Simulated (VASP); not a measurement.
Given:

```yaml
crystal:
  lattice:
    - [0.00000, 2.20212, 2.20212]
    - [2.20212, 0.00000, 2.20212]
    - [2.20212, 2.20212, 0.00000]
  atoms:
    - { symbol: Nb, position: [0.00000, 0.00000, 0.00000] }
    - { symbol: N, position: [0.50000, 0.50000, 0.50000] }
```

All values below come from rev-vdW-DF2, VASP's PBE PAW potentials (set 64) (plane waves; VASP). Settings: 520 eV cut-off, Gaussian smearing of 0.050 eV, potentials Nb_sv N.

Problem. What does the run give for the band gap (along the path) with the smallest direct gap where there is one?

Solution. 
- band gap (along the path) = none (metal, semimetal or under 0.01 eV)

The absolute energy has meaning only against runs of the same code, potentials and settings.

The compound is NbN in the rock salt structure, the cubic δ form, which competes with hexagonal ones. It was relaxed first.
